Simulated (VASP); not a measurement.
# MgScAlO4 (R3m) in VASP: notebook, part 2 of 2

VASP 6.6.1.

## (4) Relaxation of cell and atoms, LDA, target pressure 10 GPa, at which the enthalpy is minimised

This run uses another cell than the first one, of 10.17 Å³/atom, 0.920 times its volume.

File INCAR:

```
SYSTEM = MgScAlO4
PREC = Accurate ; ENCUT = 560
EDIFF = 1E-6 ; ISMEAR = -1
SIGMA = 0.05 ; LREAL = .False.
LASPH = .True. ; NELM = 100
ALGO = Fast ; ISIF = 3
LWAVE = .False. ; LCHARG = .False.
GGA = CA ; IBRION = 2
NSW = 40 ; EDIFFG = -0.01
PSTRESS = 100 ; KPAR = 4
```

File KPOINTS:

```
Automatic mesh
0
Gamma
  6 6 6
  0 0 0
```

File POSCAR:

```
MgScAlO4                                
1.0
    1.5920769302      0.9191860442      8.1046607311
   -1.5920769302      0.9191860442      8.1046607311
    0.0000000000     -1.8383720886      8.1046607311
  Mg              Sc              Al              O             
     1     1     1     4
Direct
     0.7828578967002733    0.7828578967002733    0.7828578967002735
     0.9960322643975620    0.9960322643975620    0.9960322643975618
     0.2130976877106655    0.2130976877106655    0.2130976877106656
     0.8787559902595272    0.8787559902595272    0.8787559902595271
     0.1373713399601796    0.1373713399601796    0.1373713399601798
     0.7035792091532199    0.7035792091532199    0.7035792091532197
     0.2880022718185702    0.2880022718185702    0.2880022718185702
```

Started as:

```
$ cat potpaw_LDA.64/Mg/POTCAR potpaw_LDA.64/Sc_sv/POTCAR potpaw_LDA.64/Al/POTCAR potpaw_LDA.64/O/POTCAR > POTCAR
$ mpirun -np 4 vasp_std > vasp.out
```

It took 8.5 min on 4 MPI ranks of Intel Xeon Platinum 8488C (Sapphire Rapids), shared host; peak memory 0.52 GiB.

The run converged. Its results:

* Free energy: -58.3162 eV
* Relaxed volume: 9.94 Å³/atom
* Relaxed cell: a = 8.239 Å, b = 8.239 Å, c = 8.239 Å, α = 22.13°, β = 22.13°, γ = 22.13°
* Space group after relaxing (to 0.05 Å): R3m (No. 160)
* Energy change on relaxing (the enthalpy is what falls): +10.6 meV/atom
* Ionic steps: 13
* Pressure after relaxing: 10.0 GPa
* Largest force after relaxing: 0.005 eV/Å
* Band gap on the k mesh: 4.70 eV, indirect (least direct gap 4.82 eV)

Forces in eV/Å, atoms in the order of the input:
```
Mg   0.000  0.000  0.001
Sc   0.000  0.000 -0.003
Al   0.000  0.000  0.000
O    0.000  0.000  0.005
O    0.000  0.000  0.002
O    0.000  0.000  0.001
O    0.000  0.000 -0.005
```

The path:
| step | energy change (eV) | largest force (eV/Å) | pressure (GPa) | volume (Å³) |
| --- | --- | --- | --- | --- |
| 1 | 0.0000 | 0.0057 | 5.07 | 71.16 |
| 2 | 0.2019 | 0.2057 | 15.77 | 67.99 |
| 3 | 0.0724 | 0.0996 | 10.00 | 69.61 |
| 4 | 0.0737 | 0.0553 | 9.99 | 69.58 |
| 5 | 0.0737 | 0.0544 | 9.99 | 69.58 |
| 6 | 0.0743 | 0.0295 | 10.00 | 69.57 |
| 7 | 0.0743 | 0.0319 | 10.01 | 69.57 |
| 8 | 0.0741 | 0.0230 | 9.99 | 69.57 |
| 9 | 0.0740 | 0.0241 | 9.98 | 69.58 |
| 10 | 0.0744 | 0.0109 | 10.00 | 69.57 |
| 11 | 0.0745 | 0.0124 | 9.99 | 69.57 |
| 12 | 0.0745 | 0.0119 | 10.00 | 69.57 |
| 13 | 0.0744 | 0.0051 | 10.00 | 69.57 |

Final structure:
```cif
data_structure
_symmetry_space_group_name_H-M 'P 1'
_symmetry_Int_Tables_number 1
_cell_length_a 8.2393
_cell_length_b 8.2393
_cell_length_c 8.2393
_cell_angle_alpha 22.126
_cell_angle_beta 22.126
_cell_angle_gamma 22.126
_cell_volume 69.57
loop_
_atom_site_label
_atom_site_type_symbol
_atom_site_fract_x
_atom_site_fract_y
_atom_site_fract_z
_atom_site_occupancy
Mg1 Mg 0.78294 0.78294 0.78294 1
Sc1 Sc 0.99625 0.99625 0.99625 1
Al1 Al 0.21301 0.21301 0.21301 1
O1 O 0.87861 0.87861 0.87861 1
O2 O 0.13706 0.13706 0.13706 1
O3 O 0.70379 0.70379 0.70379 1
O4 O 0.28803 0.28803 0.28803 1
```

Levels at points of the mesh, in eV from the valence-band top:
```csv
k point,band 17,band 18,band 19,band 20,band 21,band 22,band 23,band 24
"(0.00, 0.00, 0.00)",-1.02,-0.25,-0.25,0.00,4.82,5.16,5.16,5.90
"(0.50, 0.00, 0.00)",-1.37,-1.14,-0.71,-0.31,4.70,5.98,6.46,7.17
"(0.50, 0.50, 0.00)",-1.03,-1.01,-0.93,-0.56,4.70,6.03,6.46,7.15
"(0.50, 0.50, 0.50)",-1.00,-0.66,-0.27,-0.27,5.16,5.16,5.29,5.90
```

Caveat: the cell is relaxed towards a set pressure, so the enthalpy falls and the energy may rise. A hybrid or GW would open this gap; LDA tends to underestimate it.

## (5) Relaxation of cell and atoms, LDA, target pressure 15 GPa, at which the enthalpy is minimised

This run uses another cell than the first one, of 9.94 Å³/atom, 0.900 times its volume.

INCAR: that of step 4 with these lines changed.

```diff
@@ -9,2 +9,2 @@
 NSW = 40 ; EDIFFG = -0.01
-PSTRESS = 100 ; KPAR = 4
+PSTRESS = 150 ; KPAR = 4
```

KPOINTS is that of step 4.

File POSCAR:

```
MgScAlO4                                
1.0
    1.5809936134      0.9127870883      8.0345005351
   -1.5809936134      0.9127870883      8.0345005351
    0.0000000000     -1.8255741768      8.0345005351
  Mg              Sc              Al              O             
     1     1     1     4
Direct
     0.7829425988938017    0.7829425988938017    0.7829425988938018
     0.9962456230316716    0.9962456230316716    0.9962456230316709
     0.2130099840954535    0.2130099840954535    0.2130099840954537
     0.8786137629497976    0.8786137629497976    0.8786137629497983
     0.1370623575340494    0.1370623575340494    0.1370623575340499
     0.7037939981286526    0.7037939981286526    0.7037939981286522
     0.2880283353665714    0.2880283353665714    0.2880283353665715
```

Started as:

```
$ cat potpaw_LDA.64/Mg/POTCAR potpaw_LDA.64/Sc_sv/POTCAR potpaw_LDA.64/Al/POTCAR potpaw_LDA.64/O/POTCAR > POTCAR
$ mpirun -np 4 vasp_std > vasp.out
```

Wall time 8.2 min (4 MPI ranks of Intel Xeon Platinum 8488C (Sapphire Rapids), shared host); peak memory 0.49 GiB.

The run converged. Its results:

| Item | Value |
| --- | --- |
| Free energy | -58.2011 eV |
| Relaxed volume | 9.73 Å³/atom |
| Relaxed cell | a = 8.173 Å, b = 8.173 Å, c = 8.173 Å, α = 22.16°, β = 22.16°, γ = 22.16° |
| Space group after relaxing (to 0.05 Å) | R3m (No. 160) |
| Energy change on relaxing (the enthalpy is what falls) | +16.0 meV/atom |
| Ionic steps | 14 |
| Pressure after relaxing | 15.0 GPa |
| Largest force after relaxing | 0.007 eV/Å |
| Band gap on the k mesh | 4.76 eV, indirect (least direct gap 4.95 eV) |

Forces on the atoms (eV/Å):
```
Mg   0.000  0.000  0.001
Sc   0.000  0.000  0.004
Al   0.000  0.000  0.001
O    0.000  0.000 -0.002
O    0.000  0.000  0.007
O    0.000  0.000 -0.005
O    0.000  0.000 -0.006
```

Step by step:
| step | energy change (eV) | largest force (eV/Å) | pressure (GPa) | volume (Å³) |
| --- | --- | --- | --- | --- |
| 1 | 0.0000 | 0.0067 | 10.05 | 69.57 |
| 2 | 0.2960 | 0.2087 | 21.48 | 66.52 |
| 3 | 0.1086 | 0.0914 | 14.98 | 68.17 |
| 4 | 0.1112 | 0.0934 | 15.07 | 68.14 |
| 5 | 0.1132 | 0.0545 | 15.08 | 68.12 |
| 6 | 0.1130 | 0.0510 | 15.09 | 68.12 |
| 7 | 0.1129 | 0.0474 | 15.09 | 68.12 |
| 8 | 0.1091 | 0.0254 | 14.94 | 68.16 |
| 9 | 0.1096 | 0.0264 | 14.90 | 68.16 |
| 10 | 0.1122 | 0.0275 | 15.00 | 68.13 |
| 11 | 0.1135 | 0.0285 | 15.07 | 68.11 |
| 12 | 0.1132 | 0.0144 | 15.04 | 68.12 |
| 13 | 0.1131 | 0.0152 | 15.03 | 68.12 |
| 14 | 0.1119 | 0.0074 | 14.99 | 68.13 |

Final structure:
```cif
data_structure
_symmetry_space_group_name_H-M 'P 1'
_symmetry_Int_Tables_number 1
_cell_length_a 8.1729
_cell_length_b 8.1729
_cell_length_c 8.1729
_cell_angle_alpha 22.164
_cell_angle_beta 22.164
_cell_angle_gamma 22.164
_cell_volume 68.13
loop_
_atom_site_label
_atom_site_type_symbol
_atom_site_fract_x
_atom_site_fract_y
_atom_site_fract_z
_atom_site_occupancy
Mg1 Mg 0.78303 0.78303 0.78303 1
Sc1 Sc 0.99644 0.99644 0.99644 1
Al1 Al 0.21292 0.21292 0.21292 1
O1 O 0.87849 0.87849 0.87849 1
O2 O 0.13676 0.13676 0.13676 1
O3 O 0.70399 0.70399 0.70399 1
O4 O 0.28805 0.28805 0.28805 1
```

Levels at points of the mesh, in eV from the valence-band top:
```tsv
k point	band 16	band 17	band 18	band 19	band 20	band 21	band 22	band 23	band 24
(0.00, 0.00, 0.00)	-1.06	-1.06	-0.26	-0.26	0.00	4.95	5.23	5.23	6.01
(0.50, 0.00, 0.00)	-1.70	-1.40	-1.17	-0.72	-0.32	4.76	6.07	6.57	7.22
(0.50, 0.50, 0.00)	-1.55	-1.05	-1.03	-0.95	-0.59	4.76	6.13	6.57	7.21
(0.50, 0.50, 0.50)	-1.04	-1.04	-0.67	-0.28	-0.28	5.23	5.23	5.41	6.01
```

Caveat: the cell is relaxed towards a set pressure, so the enthalpy falls and the energy may rise. A k mesh can miss the band edges.

## (6) Overview

```tsv
cell	target pressure	gap on the mesh (eV)	pressure (GPa)	largest force (eV/Å)
relaxed	-	4.52	-0.1	0.01
relaxed to 5 GPa	5 GPa	4.64	5.0	0.01
relaxed to 10 GPa	10 GPa	4.70	10.0	0.01
relaxed to 15 GPa	15 GPa	4.76	15.0	0.01
```

Alike in all rows: task relaxation of cell and atoms; level LDA; potentials or basis VASP PAW LDA potentials, release 64 (Mg, Sc_sv, Al, O); no spin polarisation; k mesh 6 × 6 × 6; cutoff (eV) 560; smearing fermi-dirac 0.05 eV.

Caveats: the cell is relaxed towards a set pressure, so the enthalpy falls and the energy may rise (some runs).

Total energies depend on the potentials used, so only differences within one code and one set of settings carry meaning.
